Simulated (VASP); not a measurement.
All values below come from PBEsol GGA, VASP's PBE PAW potentials (set 64) (plane waves; VASP).

A VASP calculation is set up with these files.

### KPOINTS
```
kpoints
0
Gamma
 10 10 4
```

INCAR:
```
SYSTEM = NbAs
PREC = Accurate; ENCUT = 400; LREAL = F
LASPH = T
EDIFF = 1E-6; NELM = 100; ALGO = Normal
LMAXMIX = 4
ISMEAR = 1; SIGMA = 0.1
GGA = PS
IBRION = 2; NSW = 60; ISIF = 3
EDIFFG = -0.02
LWAVE = F; LCHARG = F
```

### POSCAR
```
NbAs
1
    3.3237606525    -0.0000000000     0.0000000000
   -1.6618803263     2.8784611188    -0.0000000000
   -0.0000000000    -0.0000000000     8.3392434160
Nb As
2 2
Direct
  0.3333330000   0.6666670000   0.0375016342
  0.6666670000   0.3333330000   0.5375016342
  0.3333330000   0.6666670000   0.3374983658
  0.6666670000   0.3333330000   0.8374983658
```

POTCAR, in this order: Nb_sv As (PBE.64 set). Program: vasp_std.

Output of the run:

File OUTCAR:
```
 ion  position               nearest neighbor table
   1  0.333  0.667  0.038-   3 2.50   4 2.54   4 2.54   4 2.54
   2  0.667  0.333  0.538-   4 2.50   3 2.54   3 2.54   3 2.54
   3  0.333  0.667  0.337-   1 2.50   2 2.54   2 2.54   2 2.54
   4  0.667  0.333  0.837-   2 2.50   1 2.54   1 2.54   1 2.54
  LATTYP: Found a hexagonal cell.
 ALAT       =     3.3237606525
 C/A-ratio  =     2.5089783194
 Subroutine PRICEL returns:
 Original cell was already a primitive cell.
 Subroutine GETGRP returns: Found 12 space group operations
The static configuration has the point symmetry C_3v.
 The point group associated with its full space group is C_6v.
The dynamic configuration has the point symmetry C_3v.
 Subroutine INISYM returns: Found 12 space group operations
 Subroutine IBZKPT returns following result:
 Found     42 irreducible k-points:

 Following reciprocal coordinates:
            Coordinates               Weight
  0.000000  0.000000  0.000000      1.000000
  0.100000  0.000000  0.000000      6.000000
  0.200000  0.000000  0.000000      6.000000
  0.300000  0.000000  0.000000      6.000000
  0.400000  0.000000  0.000000      6.000000
  0.500000  0.000000  0.000000      3.000000
  0.100000  0.100000  0.000000      6.000000
  0.200000  0.100000  0.000000     12.000000
  0.300000  0.100000  0.000000     12.000000
  0.400000  0.100000  0.000000     12.000000
  0.200000  0.200000  0.000000      6.000000
  0.300000  0.200000  0.000000     12.000000
  0.400000  0.200000  0.000000      6.000000
  0.300000  0.300000  0.000000      6.000000
  0.000000  0.000000  0.250000      2.000000
  0.100000  0.000000  0.250000     12.000000
  0.200000  0.000000  0.250000     12.000000
  0.300000  0.000000  0.250000     12.000000
  0.400000  0.000000  0.250000     12.000000
  0.500000  0.000000  0.250000      6.000000
  0.100000  0.100000  0.250000     12.000000
  0.200000  0.100000  0.250000     24.000000
  0.300000  0.100000  0.250000     24.000000
  0.400000  0.100000  0.250000     24.000000
  0.200000  0.200000  0.250000     12.000000
  0.300000  0.200000  0.250000     24.000000
  0.400000  0.200000  0.250000     12.000000
  0.300000  0.300000  0.250000     12.000000
  0.000000  0.000000  0.500000      1.000000
  0.100000  0.000000  0.500000      6.000000
  0.200000  0.000000  0.500000      6.000000
  0.300000  0.000000  0.500000      6.000000
  0.400000  0.000000  0.500000      6.000000
  0.500000  0.000000  0.500000      3.000000
  0.100000  0.100000  0.500000      6.000000
  0.200000  0.100000  0.500000     12.000000
  0.300000  0.100000  0.500000     12.000000
  0.400000  0.100000  0.500000     12.000000
  0.200000  0.200000  0.500000      6.000000
  0.300000  0.200000  0.500000     12.000000
   k-points           NKPTS =     42   k-points in BZ     NKDIM =     42   number of bands    NBANDS=     22
   number of dos      NEDOS =    301   number of ions     NIONS =      4
   total plane-waves  NPLWV =  31104
   dimension x,y,z NGX =    24 NGY =   24 NGZ =   54
   dimension x,y,z NGXF=    48 NGYF=   48 NGZF=  108
   ions per type =               2   2
   PREC   = accura    normal or accurate (medium, high low for compatibility)
   ISTART =      0    job   : 0-new  1-cont  2-samecut
   ICHARG =      2    charge: 1-file 2-atom 10-const
   ISPIN  =      1    spin polarized calculation?
   LNONCOLLINEAR =      F non collinear calculations
   LSORBIT =      F    spin-orbit coupling
   INIWAV =      1    electr: 0-lowe 1-rand  2-diag
   ENCUT  =  400.0 eV  29.40 Ry    5.42 a.u.   5.42  5.42 13.60*2*pi/ulx,y,z
   NELM   =    100;   NELMIN=  2; NELMDL= -5     # of ELM steps
...
```

**OSZICAR**
```
       N       E                     dE             d eps       ncg     rms          rms(c)
DAV:   1     0.289677040296E+03    0.28968E+03   -0.16965E+04  1888   0.130E+03
DAV:   2    -0.680332359420E+01   -0.29648E+03   -0.29095E+03  2288   0.473E+02
DAV:   3    -0.320507454362E+02   -0.25247E+02   -0.24760E+02  3360   0.994E+01
DAV:   4    -0.337208484369E+02   -0.16701E+01   -0.16619E+01  2810   0.233E+01
DAV:   5    -0.337851616352E+02   -0.64313E-01   -0.64250E-01  2960   0.477E+00    0.110E+01
DAV:   6    -0.318842798999E+02    0.19009E+01   -0.14750E+01  2698   0.212E+01    0.350E+00
DAV:   7    -0.317410143234E+02    0.14327E+00   -0.12613E+00  2938   0.611E+00    0.241E+00
DAV:   8    -0.317147063905E+02    0.26308E-01   -0.14164E-01  2508   0.246E+00    0.541E-01
DAV:   9    -0.317149168692E+02   -0.21048E-03   -0.21378E-02  3014   0.975E-01    0.281E-01
DAV:  10    -0.317150531291E+02   -0.13626E-03   -0.17226E-03  2492   0.342E-01    0.919E-02
DAV:  11    -0.317150432333E+02    0.98958E-05   -0.61215E-04  2962   0.150E-01    0.199E-02
DAV:  12    -0.317150399491E+02    0.32842E-05   -0.51052E-05  2718   0.585E-02    0.705E-03
DAV:  13    -0.317150386743E+02    0.12748E-05   -0.20570E-06  1720   0.975E-03    0.293E-03
DAV:  14    -0.317150385092E+02    0.16510E-06   -0.77721E-07  1478   0.595E-03
   1 F= -.31715039E+02 E0= -.31715047E+02  d E =-.317150E+02
       N       E                     dE             d eps       ncg     rms          rms(c)
DAV:   1    -0.317274078098E+02   -0.12369E-01   -0.52474E-01  1860   0.648E+00    0.562E-01
DAV:   2    -0.317190030847E+02    0.84047E-02   -0.36736E-02  2202   0.161E+00    0.264E-01
DAV:   3    -0.317171365675E+02    0.18665E-02   -0.80899E-03  2634   0.616E-01    0.629E-02
DAV:   4    -0.317171112585E+02    0.25309E-04   -0.12850E-03  2528   0.220E-01    0.301E-02
DAV:   5    -0.317170914581E+02    0.19800E-04   -0.16529E-04  2964   0.865E-02    0.162E-02
DAV:   6    -0.317170922462E+02   -0.78813E-06   -0.17881E-05  2954   0.266E-02    0.111E-02
DAV:   7    -0.317170917612E+02    0.48504E-06   -0.52391E-06  1920   0.156E-02
   2 F= -.31717092E+02 E0= -.31717098E+02  d E =-.205325E-02
       N       E                     dE             d eps       ncg     rms          rms(c)
DAV:   1    -0.317177138210E+02   -0.62157E-03   -0.28010E-02  1872   0.150E+00    0.130E-01
DAV:   2    -0.317172663805E+02    0.44744E-03   -0.19593E-03  2176   0.373E-01    0.611E-02
DAV:   3    -0.317171653396E+02    0.10104E-03   -0.42643E-04  2636   0.141E-01    0.145E-02
DAV:   4    -0.317171630895E+02    0.22501E-05   -0.67567E-05  2566   0.506E-02    0.691E-03
DAV:   5    -0.317171616132E+02    0.14763E-05   -0.84471E-06  2342   0.198E-02    0.371E-03
DAV:   6    -0.317171614795E+02    0.13365E-06   -0.85616E-07  1358   0.762E-03
   3 F= -.31717161E+02 E0= -.31717172E+02  d E =-.212297E-02
       N       E                     dE             d eps       ncg     rms          rms(c)
DAV:   1    -0.317240840511E+02   -0.69224E-02   -0.23416E-01  2058   0.481E+00    0.471E-01
DAV:   2    -0.317194983548E+02    0.45857E-02   -0.19012E-02  2316   0.127E+00    0.200E-01
DAV:   3    -0.317183764783E+02    0.11219E-02   -0.46348E-03  3210   0.543E-01    0.879E-02
DAV:   4    -0.317184243117E+02   -0.47833E-04   -0.61136E-04  3130   0.141E-01    0.347E-02
DAV:   5    -0.317184459299E+02   -0.21618E-04   -0.27029E-04  3656   0.116E-01    0.384E-02
DAV:   6    -0.317184548414E+02   -0.89115E-05   -0.30022E-05  2514   0.315E-02    0.203E-02
DAV:   7    -0.317184579719E+02   -0.31305E-05   -0.20907E-05  2698   0.282E-02    0.225E-03
DAV:   8    -0.317184580892E+02   -0.11729E-06   -0.43910E-07  1236   0.654E-03
   4 F= -.31718458E+02 E0= -.31718483E+02  d E =-.129661E-02
       N       E                     dE             d eps       ncg     rms          rms(c)
DAV:   1    -0.317506805836E+02   -0.32223E-01   -0.12952E+00  2070   0.113E+01    0.111E+00
DAV:   2    -0.317253440690E+02    0.25337E-01   -0.10399E-01  2290   0.298E+00    0.470E-01
DAV:   3    -0.317191873769E+02    0.61567E-02   -0.25958E-02  3206   0.129E+00    0.212E-01
DAV:   4    -0.317194494186E+02   -0.26204E-03   -0.32615E-03  3112   0.335E-01    0.824E-02
DAV:   5    -0.317195653287E+02   -0.11591E-03   -0.16101E-03  3664   0.285E-01    0.912E-02
DAV:   6    -0.317195935833E+02   -0.28255E-04   -0.16848E-04  2554   0.767E-02    0.497E-02
DAV:   7    -0.317196030838E+02   -0.95005E-05   -0.10633E-04  2674   0.670E-02    0.438E-03
DAV:   8    -0.317196034155E+02   -0.33166E-06   -0.22309E-06  1654   0.143E-02
   5 F= -.31719603E+02 E0= -.31719710E+02  d E =-.244194E-02
       N       E                     dE             d eps       ncg     rms          rms(c)
DAV:   1    -0.317197837269E+02   -0.18064E-03   -0.71064E-03  2068   0.839E-01    0.818E-02
DAV:   2    -0.317196462133E+02    0.13751E-03   -0.57072E-04  2330   0.220E-01    0.347E-02
DAV:   3    -0.317196136496E+02    0.32564E-04   -0.14292E-04  3196   0.957E-02    0.155E-02
DAV:   4    -0.317196141956E+02   -0.54596E-06   -0.18687E-05  2966   0.251E-02    0.602E-03
DAV:   5    -0.317196142217E+02   -0.26113E-07   -0.85404E-06  2778   0.212E-02
   6 F= -.31719614E+02 E0= -.31719713E+02  d E =-.245274E-02
       N       E                     dE             d eps       ncg     rms          rms(c)
DAV:   1    -0.317197260030E+02   -0.11181E-03   -0.18889E-02  1848   0.125E+00    0.533E-02
DAV:   2    -0.317197674254E+02   -0.41422E-04   -0.12954E-03  2256   0.305E-01    0.228E-02
DAV:   3    -0.317197577277E+02    0.96977E-05   -0.66955E-05  2952   0.666E-02    0.894E-03
DAV:   4    -0.317197571126E+02    0.61514E-06   -0.10375E-05  2736   0.222E-02    0.296E-03
DAV:   5    -0.317197576445E+02   -0.53192E-06   -0.15450E-06  1300   0.945E-03
   7 F= -.31719758E+02 E0= -.31719868E+02  d E =-.143423E-03
```

File OUTCAR:
```
------------------------ aborting loop because EDIFF is reached ----------------------------------------
  FORCE on cell =-STRESS in cart. coord.  units (eV):
  Direction    XX          YY          ZZ          XY          YZ          ZX
  --------------------------------------------------------------------------------------
  Total        0.0080606      0.0080606     -0.0126824     -0.0000000      0.0000000     -0.0000000
  in kB        0.1634250      0.1634250     -0.2571293     -0.0000000      0.0000000     -0.0000000
  external PRESSURE =       0.0232403 kB  Pullay stress =       0.0000000 kB
  volume of cell :       79.02
      direct lattice vectors                 reciprocal lattice vectors
     3.291155116  0.000000000  0.000000000     0.303844688  0.175424815  0.000000000
    -1.645577558  2.850223897  0.000000000    -0.000000000  0.350849630 -0.000000000
    -0.000000000 -0.000000000  8.424302377    -0.000000000 -0.000000000  0.118704191
 POSITION                                       TOTAL-FORCE (eV/Angst)
 -----------------------------------------------------------------------------------
     -0.00000      1.90015      0.32360        -0.000000      0.000000      0.006521
      1.64558      0.95007      4.53575         0.000000     -0.000000      0.006521
     -0.00000      1.90015      2.83551        -0.000000      0.000000     -0.006521
      1.64558      0.95007      7.04766        -0.000000     -0.000000     -0.006521
 -----------------------------------------------------------------------------------
    total drift:                               -0.003244      0.001872     -0.000826
  FREE ENERGIE OF THE ION-ELECTRON SYSTEM (eV)
  ---------------------------------------------------
  free  energy   TOTEN  =       -31.7197576445 eV

  energy  without entropy=      -31.7200893765  energy(sigma->0) =      -31.71986822

 reached required accuracy - stopping structural energy minimisation
```
(Selected blocks of OUTCAR.)

File CONTCAR:
```
NbAs
   1.00000000000000
     3.2911551162182895    0.0000000000005641    0.0000000000000000
    -1.6455775581581658    2.8502238973193297    0.0000000000000000
    -0.0000000000000000   -0.0000000000000000    8.4243023765618599
  Nb              As
     2     2
Direct
     0.3333330000000032    0.6666669999999968    0.0384127722156082
     0.6666669999999968    0.3333330000000032    0.5384127722156082
     0.3333330000000032    0.6666669999999968    0.3365872277843918
     0.6666669999999968    0.3333330000000032    0.8365872277843918
```

The structure was generated: NbAs was put into the wurtzite type (P6_3mc), which need not be its known phase. This run relaxes it. Symmetry was kept, so distortions that lower it aren't found. The start is the result of an earlier pass.
